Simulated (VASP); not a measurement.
# AlC6 (Pm-3m) in VASP: further runs, part 2 of 2

VASP 6.6.1.

**3. Relaxation of cell and atoms, PBE (species swapped into the CaB6 type (Pm-3m, No. 221))**

INCAR

```
SYSTEM = AlC6
ALGO = Fast
EDIFF = 1E-7
EDIFFG = -0.01
ENCUT = 600
GGA = PE
IBRION = 2
ISIF = 3
ISMEAR = 0
LASPH = .True.
LCHARG = .False.
LREAL = .False.
LWAVE = .False.
NELM = 100
NSW = 100
PREC = Accurate
SIGMA = 0.1
```

KPOINTS

```
k-points
0
Gamma
  10 10 10
  0 0 0
```

POSCAR

```
AlC6
1.0
    3.8976572901      0.0000000000      0.0000000000
    0.0000000000      3.8976572901      0.0000000000
    0.0000000000      0.0000000000      3.8976572901
Al C
1 6
Direct
    0.0000000000      0.0000000000      0.0000000000
    0.1730120749      0.5000000000      0.5000000000
    0.5000000000      0.5000000000      0.8269879251
    0.5000000000      0.5000000000      0.1730120749
    0.5000000000      0.1730120749      0.5000000000
    0.5000000000      0.8269879251      0.5000000000
    0.8269879251      0.5000000000      0.5000000000
```

Potentials or basis: VASP PAW PBE potentials, release 64 (Al, C).

Run with:

```sh
cat potpaw_PBE.64/Al/POTCAR potpaw_PBE.64/C/POTCAR > POTCAR
mpirun -np 1 vasp_std > vasp.out
```

OUTCAR:

```text
SYSTEM = AlC6
   EDIFF = 1E-7
   EDIFFG = -0.01
   ENCUT = 600
   GGA = PE
   IBRION = 2
   ISIF = 3
   ISMEAR = 0
   LASPH = .True.
   LREAL = .False.
   NELM = 100
   NSW = 100
   PREC = Accurate

 ion  position               nearest neighbor table
   1  0.000  0.000  0.000-
   2  0.173  0.500  0.500-   7 1.35   4 1.80   5 1.80   6 1.80   3 1.80
   3  0.500  0.500  0.827-   4 1.35   2 1.80   5 1.80   6 1.80   7 1.80
   4  0.500  0.500  0.173-   3 1.35   2 1.80   5 1.80   6 1.80   7 1.80
   5  0.500  0.173  0.500-   6 1.35   3 1.80   4 1.80   2 1.80   7 1.80
   6  0.500  0.827  0.500-   5 1.35   3 1.80   4 1.80   2 1.80   7 1.80
   7  0.827  0.500  0.500-   2 1.35   3 1.80   4 1.80   5 1.80   6 1.80

  LATTYP: Found a simple cubic cell.
 ALAT       =     3.8976572901

  Lattice vectors:

 A1 = (   3.8976572901,   0.0000000000,   0.0000000000)
 A2 = (   0.0000000000,   3.8976572901,   0.0000000000)
 A3 = (   0.0000000000,   0.0000000000,   3.8976572901)

Analysis of symmetry for initial positions (statically):
=====================================================================
 Subroutine PRICEL returns:
 Original cell was already a primitive cell.

 Routine SETGRP: Setting up the symmetry group for a
 simple cubic supercell.

 Subroutine GETGRP returns: Found 48 space group operations
 (whereof 48 operations were pure point group operations)
 out of a pool of 48 trial point group operations.

The static configuration has the point symmetry O_h .

Analysis of symmetry for dynamics (positions and initial velocities):
=====================================================================
 Subroutine PRICEL returns:
 Original cell was already a primitive cell.

 Routine SETGRP: Setting up the symmetry group for a
 simple cubic supercell.

 Subroutine GETGRP returns: Found 48 space group operations
 (whereof 48 operations were pure point group operations)
 out of a pool of 48 trial point group operations.

The dynamic configuration has the point symmetry O_h .

 Subroutine INISYM returns: Found 48 space group operations
[... 136 lines left out ...]
   LEPSILON=     F    determine dielectric tensor
   LRPA    =     F    only Hartree local field effects (RPA)
 conjugate gradient relaxation of ions
 non-spin polarized calculation
 RMM-DIIS sequential band-by-band and
 Gauss-broadening in eV      SIGMA  =   0.10
  energy-cutoff  :      600.00
  volume of cell :       59.21
 maximum number of plane-waves:      2000
 NGX is ok and might be reduce to    32
   NGX = 15   NGY = 15   NGZ = 15

--------------------------------------- Ionic step        1  -------------------------------------------

 number of electron      27.0000002 magnetization

 Free energy of the ion-electron system (eV)
  ---------------------------------------------------
  ext. energy  EPLUGINS =         0.00000000
  ---------------------------------------------------
  free energy    TOTEN  =       -41.93846316 eV

  energy without entropy =      -41.92922221  energy(sigma->0) =      -41.93384268

------------------------ aborting loop because EDIFF is reached ----------------------------------------

  FORCE on cell =-STRESS in cart. coord.  units (eV):
  Direction    XX          YY          ZZ          XY          YZ          ZX
  --------------------------------------------------------------------------------------
  -------------------------------------------------------------------------------------
  Total       -0.0984291     -0.0984291     -0.0984291      0.0000000     -0.0000000      0.0000000
  in kB       -2.6633179     -2.6633179     -2.6633179      0.0000000     -0.0000000      0.0000000
  external PRESSURE =      -2.6633179 kB  Pullay stress =       0.0000000 kB
[... 151 lines left out ...]
--------------------------------------- Ionic step        5  -------------------------------------------

 number of electron      27.0000000 magnetization

 Free energy of the ion-electron system (eV)
  ---------------------------------------------------
  ext. energy  EPLUGINS =         0.00000000
  ---------------------------------------------------
  free energy    TOTEN  =       -41.95712919 eV

  energy without entropy =      -41.94686079  energy(sigma->0) =      -41.95199499

 E-fermi :   9.1146     XC(G=0): -11.6235

 val. band max:        9.0876094281   @ k =   0.3000   0.2000   0.1000
 cond. band min:       9.1351999579   @ k =   0.3000   0.2000   0.0000
 fundamental gap:      0.0475905297
 Fermi energy:         9.1146339205

 k-point     1 :       0.0000    0.0000    0.0000
  band No.  band energies     occupation
      1     -13.0462      2.00000
      2      -5.7615      2.00000
      3      -5.7615      2.00000
      4      -4.4209      2.00000
      5      -3.9448      2.00000
      6      -3.9448      2.00000
[... 457 lines left out ...]
      4      -5.4260      2.00000
      5      -2.9480      2.00000
      6      -2.8016      2.00000
[... 9 lines left out ...]
     16      11.2945      0.00000
     17      11.5449      0.00000

 [... further k-points ...]
[... 5 lines left out ...]
  --------------------------------------------------------------------------------------
  -------------------------------------------------------------------------------------
  Total        0.0070018      0.0070018      0.0070018     -0.0000000     -0.0000000      0.0000000
  in kB        0.1918358      0.1918358      0.1918358     -0.0000000     -0.0000000      0.0000000
  external PRESSURE =       0.1918358 kB  Pullay stress =       0.0000000 kB
[... 22 lines left out ...]
  FREE ENERGIE OF THE ION-ELECTRON SYSTEM (eV)
  ---------------------------------------------------
  free  energy   TOTEN  =       -41.9571291941 eV

  energy  without entropy=      -41.9468607900  energy(sigma->0) =      -41.95199499

 reached required accuracy - stopping structural energy minimisation
```

CONTCAR:

```text
AlC6
   1.00000000000000
     3.8814787910673307   -0.0000000000000000    0.0000000000000000
    -0.0000000000000000    3.8814787910673307    0.0000000000000000
    -0.0000000000000000   -0.0000000000000000    3.8814787910673307
  Al              C
     1     6
Direct
     1.0000000000000000    0.0000000000000000    0.0000000000000000
     0.1756165258627125    0.5000000000000000    0.5000000000000000
     0.5000000000000000    0.5000000000000000    0.8243834741372874
     0.5000000000000000    0.5000000000000000    0.1756165258627125
     0.5000000000000000    0.1756165258627125    0.5000000000000000
     0.5000000000000000    0.8243834741372874    0.5000000000000000
     0.8243834741372874    0.5000000000000000    0.5000000000000000

  0.00000000E+00  0.00000000E+00  0.00000000E+00
  0.00000000E+00  0.00000000E+00  0.00000000E+00
  0.00000000E+00  0.00000000E+00  0.00000000E+00
  0.00000000E+00  0.00000000E+00  0.00000000E+00
  0.00000000E+00  0.00000000E+00  0.00000000E+00
  0.00000000E+00  0.00000000E+00  0.00000000E+00
  0.00000000E+00  0.00000000E+00  0.00000000E+00
```

Wall time 1.8 min (1 thread of Intel Xeon Platinum 8559C (Emerald Rapids), shared host); peak memory 0.21 GiB.

Results:

```yaml
Free_energy: -41.9571 eV
Relaxed_volume: 8.35 Å³/atom
Relaxed_cell: a = 3.881 Å, b = 3.881 Å, c = 3.881 Å, α = 90.00°, β = 90.00°, γ = 90.00°
Space_group_after_relaxing_to_0.05_Å: Pm-3m (No. 221)
Energy_gained_by_relaxing: 2.7 meV/atom
Ionic_steps: 5
Pressure_after_relaxing: 0.0 GPa
Largest_force_after_relaxing: 0.007 eV/Å
```

Forces in eV/Å, atoms in the order of the input:
```
Al   0.000  0.000  0.000
C    0.007  0.000  0.000
C    0.000  0.000 -0.007
C    0.000  0.000  0.007
C    0.000  0.007  0.000
C    0.000 -0.007  0.000
C   -0.007  0.000  0.000
```

Step by step:
```csv
step,energy change (eV),largest force (eV/Å),pressure (GPa),volume (Å³)
1,0.0000,0.6026,-0.27,59.21
2,0.0737,1.3597,-5.87,59.09
3,-0.0141,0.0058,-2.06,59.18
4,-0.0186,0.0079,0.33,58.38
5,-0.0187,0.0068,0.02,58.48
```

Final structure:
```
CELL_PARAMETERS angstrom
3.88148 0.00000 0.00000
0.00000 3.88148 0.00000
0.00000 0.00000 3.88148
ATOMIC_POSITIONS crystal
Al 0.00000 0.00000 0.00000
C 0.17562 0.50000 0.50000
C 0.50000 0.50000 0.82438
C 0.50000 0.50000 0.17562
C 0.50000 0.17562 0.50000
C 0.50000 0.82438 0.50000
C 0.82438 0.50000 0.50000
```

Caveat: the bands computed are all filled at some k points, so no gap is given.

**4. Single point, PBE (species swapped into the CaB6 type (Pm-3m, No. 221))**

INCAR

```
SYSTEM = AlC6
PREC     = Accurate       ! precision mode
ENCUT    = 520            ! plane-wave cutoff, eV
EDIFF    = 1E-7           ! SCF threshold, eV
ISMEAR   = 0              ! smearing method
SIGMA    = 0.1            ! smearing width, eV
LREAL    = .False.        ! projectors in reciprocal space
LASPH    = .True.         ! aspherical terms in the spheres
NELM     = 100            ! most SCF steps
ALGO     = Normal         ! electronic algorithm
ISIF     = 2              ! what is computed and relaxed
LWAVE    = .False.        ! write WAVECAR
LCHARG   = .False.        ! write CHGCAR
GGA      = PE             ! functional
NBANDS   = 22             ! bands
```

KPOINTS

```
Automatic mesh
0
Gamma
  4 4 4
  0 0 0
```

POSCAR is that of step 3.

Run with:

```sh
cat potpaw_PBE.64/Al/POTCAR potpaw_PBE.64/C/POTCAR > POTCAR
mpirun -np 1 vasp_std > vasp.out
```

Wall time 8.3 s (1 thread of Intel Xeon Platinum 8559C (Emerald Rapids), shared host); peak memory 0.16 GiB.

The run converged. Its results:

```
Free energy            : -42.0430 eV
Pressure               : 0.0 GPa
Largest force          : 0.030 eV/Å
Band gap on the k mesh : none (metal or under the smearing width)
```

Forces in eV/Å, atoms in the order of the input:
```
Al   0.000  0.000  0.000
C    0.030  0.000  0.000
C    0.000  0.000 -0.030
C    0.000  0.000  0.030
C    0.000  0.030  0.000
C    0.000 -0.030  0.000
C   -0.030  0.000  0.000
```

Levels at points of the mesh, in eV from the Fermi level:
```tsv
k point	band 11	band 12	band 13	band 14	band 15	band 16
(0.00, 0.00, 0.00)	-3.73	-3.50	-3.50	-3.50	-0.55	-0.55
(0.50, 0.00, 0.00)	-3.86	-3.82	-1.89	-1.89	0.83	1.18
(0.50, 0.50, 0.00)	-2.81	-2.81	-1.41	0.29	0.53	2.06
(0.50, 0.50, 0.50)	-4.02	0.39	0.39	0.39	0.74	0.74
```

Caveat: the k mesh is coarse (spacing up to 0.40 Å⁻¹), so the values aren't converged.

**5. Relaxation of cell and atoms, PBE (species swapped into the CaB6 type (Pm-3m, No. 221))**

INCAR

```
SYSTEM = AlC6
  PREC = Accurate
  ENCUT = 600
  EDIFF = 1E-6
  ISMEAR = 0
  SIGMA = 0.1
  LREAL = .FALSE.
  LASPH = .TRUE.
  NELM = 100
  ALGO = Fast
  ISIF = 3
  LWAVE = .FALSE.
  LCHARG = .FALSE.
  GGA = PE
  IBRION = 2
  NSW = 90
  EDIFFG = -0.04
```

KPOINTS

```
regular mesh
0
G
  4 4 4
  0 0 0
```

POSCAR

```
AlC6
1.0
    4.5328788500      0.0000000000      0.0000000000
    0.0000000000      4.5328788500      0.0000000000
    0.0000000000      0.0000000000      4.5328788500
Al C
1 6
Direct
    0.0000000000      0.0000000000      0.0000000000
    0.2016845000      0.5000000000      0.5000000000
    0.5000000000      0.5000000000      0.7983155000
    0.5000000000      0.5000000000      0.2016845000
    0.5000000000      0.2016845000      0.5000000000
    0.5000000000      0.7983155000      0.5000000000
    0.7983155000      0.5000000000      0.5000000000
```

Run with:

```sh
cat potpaw_PBE.64/Al/POTCAR potpaw_PBE.64/C/POTCAR > POTCAR
mpirun -np 1 vasp_std > vasp.out
```

Run time: 3.1 min. Hardware: 1 thread of Intel Xeon Platinum 8559C (Emerald Rapids), shared host; peak memory 0.22 GiB.

Results (log left out):

* Free energy: -42.1084 eV
* Relaxed volume: 8.45 Å³/atom
* Relaxed cell: a = 3.896 Å, b = 3.896 Å, c = 3.896 Å, α = 90.00°, β = 90.00°, γ = 90.00°
* Space group after relaxing (to 0.05 Å): Pm-3m (No. 221)
* Energy gained by relaxing: 787.5 meV/atom
* Ionic steps: 19
* Pressure after relaxing: 0.0 GPa
* Largest force after relaxing: 0.006 eV/Å

Forces in eV/Å, atoms in the order of the input:
```
Al   0.000  0.000  0.000
C    0.006  0.000  0.000
C    0.000  0.000 -0.006
C    0.000  0.000  0.006
C    0.000  0.006  0.000
C    0.000 -0.006  0.000
C   -0.006  0.000  0.000
```

The path:
```tsv
step	energy change (eV)	largest force (eV/Å)	pressure (GPa)	volume (Å³)
1	0.0000	0.4727	-18.91	93.14
2	-2.6514	2.1528	-16.32	73.54
3	16.7506	6.0659	431.31	31.54
4	-2.4710	3.0641	-19.97	68.75
5	-2.8286	5.4517	60.17	47.75
6	-3.6576	5.4894	-8.41	59.40
7	-3.8129	5.6964	18.53	53.37
8	-3.8703	5.6680	9.14	55.13
9	-4.3197	4.2785	25.29	52.20
10	-4.3450	3.5146	32.37	51.21
11	-4.7335	2.5898	26.53	52.24
12	-5.3598	0.1329	14.31	55.41
13	-5.4116	1.0789	11.73	56.58
14	-5.4122	1.2363	11.36	56.77
15	-5.4899	0.4641	5.37	57.86
16	-5.5109	0.1667	0.40	58.86
17	-5.5109	0.1399	0.60	58.82
18	-5.5119	0.0875	0.40	58.93
19	-5.5125	0.0061	0.02	59.12
```

Final structure:
```
Al C
1.0
     3.89564    0.00000    0.00000
     0.00000    3.89564    0.00000
     0.00000    0.00000    3.89564
Al C
1 6
Direct
  0.00000 0.00000 0.00000
  0.17312 0.50000 0.50000
  0.50000 0.50000 0.82688
  0.50000 0.50000 0.17312
  0.50000 0.17312 0.50000
  0.50000 0.82688 0.50000
  0.82688 0.50000 0.50000
```

Levels at points of the mesh, in eV from the Fermi level:
| k point | band 11 | band 12 | band 13 | band 14 | band 15 | band 16 |
| --- | --- | --- | --- | --- | --- | --- |
| (0.00, 0.00, 0.00) | -3.73 | -3.50 | -3.50 | -3.50 | -0.55 | -0.55 |
| (0.50, 0.00, 0.00) | -3.87 | -3.84 | -1.89 | -1.89 | 0.84 | 1.18 |
| (0.50, 0.50, 0.00) | -2.82 | -2.82 | -1.42 | 0.29 | 0.54 | 2.05 |
| (0.50, 0.50, 0.50) | -4.02 | 0.39 | 0.39 | 0.39 | 0.75 | 0.75 |

Caveat: the volume moved by over 15 % at a fixed basis, so the end points are rough; the bands computed are all filled at some k points, so no gap is given.

**6. Single point, PBE (species swapped into the CaB6 type (Pm-3m, No. 221))**

INCAR

```
PREC     = Accurate       # precision mode
ENCUT    = 520            # plane-wave cutoff, eV
EDIFF    = 1E-6           # SCF threshold, eV
ISMEAR   = 0              # smearing method
SIGMA    = 0.1            # smearing width, eV
LREAL    = False          # projectors in reciprocal space
LASPH    = True           # aspherical terms in the spheres
NELM     = 100            # most SCF steps
ALGO     = Fast           # electronic algorithm
ISIF     = 2              # what is computed and relaxed
LWAVE    = False          # write WAVECAR
LCHARG   = True           # write CHGCAR
GGA      = PE             # functional
LELF     = True           # ELF
LVHAR    = True         
NBANDS   = 22             # bands
```

KPOINTS

```
regular mesh
0
Gamma
  4 4 4
```

POSCAR is that of step 5.

Potentials or basis: VASP PAW PBE potentials, release 64 (Al, C).

Run with:

```sh
cat potpaw_PBE.64/Al/POTCAR potpaw_PBE.64/C/POTCAR > POTCAR
mpirun -np 1 vasp_std > vasp.out
```

It took 13 s on 1 thread of Intel Xeon Platinum 8559C (Emerald Rapids), shared host; peak memory 0.19 GiB.

Results (log left out):

| Property | Result |
| --- | --- |
| Free energy | -36.5934 eV |
| Pressure | -18.8 GPa |
| Largest force | 0.474 eV/Å |
| Band gap on the k mesh | none (metal or under the smearing width) |

Forces in eV/Å, atoms in the order of the input:
```
Al   0.000  0.000  0.000
C   -0.474  0.000  0.000
C    0.000  0.000  0.474
C    0.000  0.000 -0.474
C    0.000 -0.474  0.000
C    0.000  0.474  0.000
C    0.474  0.000  0.000
```

Levels at points of the mesh, in eV from the Fermi level:
| k point | band 12 | band 13 | band 14 | band 15 | band 16 | band 17 |
| --- | --- | --- | --- | --- | --- | --- |
| (0.00, 0.00, 0.00) | -0.78 | -0.78 | -0.78 | 0.16 | 0.16 | 0.16 |
| (0.50, 0.00, 0.00) | -1.73 | -1.36 | -0.13 | -0.13 | 1.58 | 2.98 |
| (0.50, 0.50, 0.00) | -2.31 | -1.02 | -1.02 | -0.67 | 2.21 | 2.54 |
| (0.50, 0.50, 0.50) | -2.49 | -2.49 | 0.75 | 2.47 | 2.47 | 2.47 |

Caveat: so large a pressure means that the cell lies far from this level's equilibrium, or that cutoff or potentials fall short.

**7. Single point, PBE**

INCAR

```
PREC = Accurate
ENCUT = 520
EDIFF = 1E-6
ISMEAR = 0
SIGMA = 0.1
LREAL = False
LASPH = True
NELM = 100
ALGO = Normal
ISIF = 2
LWAVE = False
LCHARG = True
GGA = PE
LELF = True
LVHAR = True
NBANDS = 22
```

KPOINTS

```
regular mesh
0
Gamma
  10 10 10
```

POSCAR

```
AlC6
1.0
    3.8835375899      0.0000000000      0.0000000000
    0.0000000000      3.8835375899      0.0000000000
    0.0000000000      0.0000000000      3.8835375899
Al C
1 6
Direct
    0.0000000000      0.0000000000      0.0000000000
    0.1754514858      0.5000000000      0.5000000000
    0.5000000000      0.5000000000      0.8245485142
    0.5000000000      0.5000000000      0.1754514858
    0.5000000000      0.1754514858      0.5000000000
    0.5000000000      0.8245485142      0.5000000000
    0.8245485142      0.5000000000      0.5000000000
```

Run with:

```sh
cat potpaw_PBE.64/Al/POTCAR potpaw_PBE.64/C/POTCAR > POTCAR
mpirun -np 1 vasp_std > vasp.out
```

It took 27 s on 1 thread of Intel Xeon Platinum 8559C (Emerald Rapids), shared host; peak memory 0.19 GiB.

It converged, with:

```yaml
Free_energy: -41.9491 eV
Pressure: 0.1 GPa
Largest_force: 0.032 eV/Å
Band_gap_on_the_k_mesh: none (metal or under the smearing width)
```

Forces on the atoms (eV/Å):
```
Al   0.000  0.000  0.000
C    0.032  0.000  0.000
C    0.000  0.000 -0.032
C    0.000  0.000  0.032
C    0.000  0.032  0.000
C    0.000 -0.032  0.000
C   -0.032  0.000  0.000
```

Levels at points of the mesh, in eV from the Fermi level:
```
           k point  band 9  band 10  band 11  band 12  band 13  band 14  band 15  band 16  band 17  band 18
(0.00, 0.00, 0.00)   -4.18    -4.18    -3.63    -3.39    -3.39    -3.39    -0.41    -0.41    -0.41     3.17
(0.50, 0.00, 0.00)   -7.74    -4.44    -4.04    -3.87    -1.78    -1.78     0.96     1.24     3.35     4.30
(0.50, 0.50, 0.00)   -7.54    -7.54    -2.79    -2.79    -1.36     0.52     0.69     2.12     2.37     3.60
(0.50, 0.50, 0.50)   -7.90    -7.90    -3.96     0.63     0.63     0.63     0.91     0.91     3.86     3.86
```

**8. Overview**

| task | cell | k mesh | cutoff (eV) | mesh quality | gap on the mesh (eV) | pressure (GPa) | relaxed volume (Å³/atom) | largest force (eV/Å) |
| --- | --- | --- | --- | --- | --- | --- | --- | --- |
| single point | species swapped into the CaB6 type (Pm-3m, No. 221) | 10 × 10 × 10 | 520 | not flagged | none | 0.1 | - | 0.03 |
| relaxation of cell and atoms | relaxed from: species swapped into the CaB6 type (Pm-3m, No. 221) | 10 × 10 × 10 | 600 | not flagged | - | 0.0 | 8.35 | 0.01 |
| single point | species swapped into the CaB6 type (Pm-3m, No. 221) | 4 × 4 × 4 | 520 | coarse | none | 0.0 | - | 0.03 |
| relaxation of cell and atoms | relaxed from: species swapped into the CaB6 type (Pm-3m, No. 221) | 4 × 4 × 4 | 600 | not flagged | - | 0.0 | 8.45 | 0.01 |
| single point | species swapped into the CaB6 type (Pm-3m, No. 221) | 4 × 4 × 4 | 520 | not flagged | none | -18.8 | - | 0.47 |
| single point | as given | 10 × 10 × 10 | 520 | not flagged | none | 0.1 | - | 0.03 |

Alike in all rows: level PBE; potentials or basis VASP PAW PBE potentials, release 64 (Al, C); no spin polarisation; smearing gaussian 0.1 eV.

Caveats: some runs use coarse meshes; the bands computed are all filled at some k points, so no gap is given (some runs); the volume moved by over 15 % at a fixed basis, so the end points are rough (some runs); so large a pressure means that the cell lies far from this level's equilibrium, or that cutoff or potentials fall short (some runs).

Total energies depend on the potentials used, so only differences within one code and one set of settings carry meaning.
